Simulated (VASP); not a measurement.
Input:

```
CELL_PARAMETERS angstrom
      1.51955    -2.63194     0.00000
      1.51955     2.63194     0.00000
      0.00000     0.00000     3.43012
ATOMIC_POSITIONS crystal
  Mg 0.00000 0.00000 0.00000
  B  0.33333 0.66667 0.50000
  B  0.66667 0.33333 0.50000
```

Method: LDA (Ceperley-Alder, Perdew-Zunger), VASP's LDA PAW potentials (set 64) (plane waves; VASP 6.6.1). Run with 520 eV cut-off, 13×13×10 Γ-centred mesh, tetrahedra with Blöchl corrections, potentials Mg B.

The cores are frozen, which limits the accuracy of field gradients.

Problem. Give the principal components of the electric field gradient (V/Å²) and the asymmetry η at each nucleus.

Solution. 
| atom | Vxx | Vyy | Vzz | η |
|---|---|---|---|---|
| Mg1 | 0.5 | 0.5 | -0.9 | 0.00 |
| B2 | -10.0 | -10.0 | 20.1 | 0.00 |
| B3 | -10.0 | -10.0 | 20.1 | 0.00 |

The compound is MgB2 in the AlB2 type structure. It was relaxed first, which changed the volume by -6 %.
